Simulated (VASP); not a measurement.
# Mg2CdO3 (Cmc2_1) in VASP: further runs, part 2 of 2

VASP 6.6.1. The steps go on from the part before.

## 4. Single point, PBE

This run uses another cell than the first one, of 10.93 Å³/atom, 0.806 times its volume.

Contents of INCAR:

```
SYSTEM = Mg2CdO3
PREC     = Normal         ! precision mode
ENCUT    = 520            ! plane-wave cutoff, eV
EDIFF    = 1E-5           ! SCF threshold, eV
ISMEAR   = 0              ! smearing method
SIGMA    = 0.05           ! smearing width, eV
LREAL    = Auto         
LASPH    = .TRUE.         ! aspherical terms in the spheres
NELM     = 80             ! most SCF steps
ALGO     = Fast           ! electronic algorithm
ISIF     = 2              ! what is computed and relaxed
LWAVE    = .FALSE.        ! write WAVECAR
LCHARG   = .FALSE.        ! write CHGCAR
GGA      = PE             ! functional
```

Contents of KPOINTS:

```
Automatic mesh
0
G
  6 6 3
  0 0 0
```

Contents of POSCAR:

```
Mg2CdO3
1.0
    3.1168860000      0.0000000000      0.0000000000
   -3.1168860000      5.3986060000      0.0000000000
    0.0000000000      0.0000000000      7.7963000000
Mg Cd O
4 2 6
Direct
    0.3333330000      0.3333335000      0.3442220000
    0.3333330000      0.8333335000      0.3442220000
    0.6666670000      0.1666665000      0.6557780000
    0.6666670000      0.6666665000      0.6557780000
    0.0000000000      0.0000000000      0.0000000000
    0.0000000000      0.5000000000      0.0000000000
    0.6666670000      0.1666665000      0.1963010000
    0.6666670000      0.6666665000      0.1963010000
    0.3333330000      0.3333335000      0.8036990000
    0.3333330000      0.8333335000      0.8036990000
    0.0000000000      0.0000000000      0.5000000000
    0.0000000000      0.5000000000      0.5000000000
```

Potentials or basis: VASP PAW PBE potentials, release 64 (Mg, Cd, O).

Launch:

```console
cat potpaw_PBE.64/Mg/POTCAR potpaw_PBE.64/Cd/POTCAR potpaw_PBE.64/O/POTCAR > POTCAR
mpirun -np 1 vasp_std > vasp.out
```

OUTCAR:

```text
SYSTEM = Mg2CdO3
   PREC = Normal
   ENCUT = 520
   EDIFF = 1E-5
   ISMEAR = 0
   LREAL = Auto
   LASPH = .TRUE.
   NELM = 80
   ISIF = 2
   GGA = PE

 ion  position               nearest neighbor table
   1  0.333  0.333  0.344-   7 2.14   8 2.14   7 2.14  12 2.17  12 2.17  11 2.17   3 3.02   4 3.02
                             3 3.02   2 3.12   2 3.12   2 3.12   2 3.12   6 3.23   6 3.23   5 3.23
   2  0.333  0.833  0.344-   8 2.14   7 2.14   8 2.14  11 2.17  11 2.17  12 2.17   4 3.02   3 3.02
                             4 3.02   1 3.12   1 3.12   1 3.12   1 3.12   5 3.23   5 3.23   6 3.23
[... 1308 lines left out ...]
 -----------------------------------------------------------------------------
  energy-cutoff  :      520.00
  volume of cell :      131.19
      direct lattice vectors                 reciprocal lattice vectors
     3.116886000  0.000000000  0.000000000     0.320833037  0.185233003  0.000000000
    -3.116886000  5.398606000  0.000000000     0.000000000  0.185233003  0.000000000
     0.000000000  0.000000000  7.796300000     0.000000000  0.000000000  0.128265972

 POSITION                                       TOTAL-FORCE (eV/Angst)
 -----------------------------------------------------------------------------------
     -0.00000      1.79954      2.68366         0.000000     -0.000051     -0.002682
     -1.55844      4.49884      2.68366         0.000000     -0.000051     -0.002682
      1.55844      0.89977      5.11264         0.000000      0.000051      0.002682
      0.00000      3.59907      5.11264         0.000000      0.000051      0.002682
      0.00000      0.00000      0.00000         0.000000     -0.000000     -0.000000
     -1.55844      2.69930      0.00000         0.000000     -0.000000     -0.000000
      1.55844      0.89977      1.53042        -0.000000      0.000359     -0.008948
      0.00000      3.59907      1.53042         0.000000      0.000359     -0.008948
     -0.00000      1.79954      6.26588        -0.000000     -0.000359      0.008948
     -1.55844      4.49884      6.26588        -0.000000     -0.000359      0.008948
      0.00000      0.00000      3.89815         0.000000     -0.000000     -0.000000
     -1.55844      2.69930      3.89815         0.000000      0.000000     -0.000000
 -----------------------------------------------------------------------------------
    total drift:                               -0.000000      0.000000      0.000000

  FREE ENERGIE OF THE ION-ELECTRON SYSTEM (eV)
  ---------------------------------------------------
  free  energy   TOTEN  =       -62.4838492686 eV

  energy  without entropy=      -62.4838492686  energy(sigma->0) =      -62.48384927
```

stdout:

```text
POSCAR found type information on POSCAR MgCdO
 POSCAR found :  3 types and      12 ions
 scaLAPACK will be used
 LDA part: xc-table for (Slater+PW92), standard interpolation
 POSCAR, INCAR and KPOINTS ok, starting setup
 FFT: planning ... GRIDC
 FFT: planning ... GRID_SOFT
 FFT: planning ... GRID
 WAVECAR not read
 entering main loop
```

Run time: 3.6 min. Hardware: 1 thread of AMD EPYC 7R43 (Zen 3), shared host; peak memory 0.22 GiB.

What came out:

| Quantity | Value |
| --- | --- |
| Free energy | -62.4838 eV |
| Pressure | 0.1 GPa |
| Largest force | 0.009 eV/Å |
| Band gap on the k mesh | 1.92 eV |

Forces on the atoms (eV/Å):
```
Mg   0.000  0.000 -0.003
Mg   0.000  0.000 -0.003
Mg   0.000  0.000  0.003
Mg   0.000  0.000  0.003
Cd   0.000  0.000  0.000
Cd   0.000  0.000  0.000
O    0.000  0.000 -0.009
O    0.000  0.000 -0.009
O    0.000  0.000  0.009
O    0.000  0.000  0.009
O    0.000  0.000  0.000
O    0.000  0.000  0.000
```

Levels at points of the mesh, in eV from the valence-band top:
| k point | band 31 | band 32 | band 33 | band 34 | band 35 | band 36 | band 37 | band 38 |
| --- | --- | --- | --- | --- | --- | --- | --- | --- |
| (0.00, 0.00, 0.00) | -0.25 | -0.25 | -0.13 | -0.13 | 1.92 | 5.72 | 5.82 | 5.94 |
| (0.50, 0.00, 0.00) | -0.74 | -0.74 | -0.43 | -0.43 | 5.72 | 5.72 | 5.82 | 5.82 |
| (0.00, 0.50, 0.00) | -0.33 | -0.33 | -0.11 | -0.11 | 3.79 | 3.79 | 7.65 | 7.65 |
| (0.50, 0.50, 0.00) | -0.83 | -0.83 | -0.20 | -0.20 | 5.37 | 5.37 | 8.21 | 8.28 |

Caveat: an odd mesh through Γ misses points on the zone boundary, where band edges often lie. As with any semilocal functional, this PBE gap is likely too small.

## 5. Summary

```csv
cell,k mesh,gap on the mesh (eV),pressure (GPa),largest force (eV/Å)
"Cmc2_1, 13.56 Å³/atom",4 × 4 × 3,1.90,0.1,0.01
"C2/m, 11.02 Å³/atom",4 × 4 × 4,1.85,0.1,0.01
"P-3m1, 10.93 Å³/atom",6 × 6 × 3,1.92,0.1,0.01
```

Alike in all rows: task single point; level PBE; potentials or basis VASP PAW PBE potentials, release 64 (Mg, Cd, O); no spin polarisation; cutoff (eV) 520; smearing gaussian 0.05 eV.

On the cell as given the gap runs from 1.85 eV (PBE) to 1.92 eV (PBE); the meshes differ, which moves gaps too.

Caveats: an odd mesh through Γ misses points on the zone boundary, where band edges often lie (some runs).

Absolute energies hang on the potentials; compare differences alone.
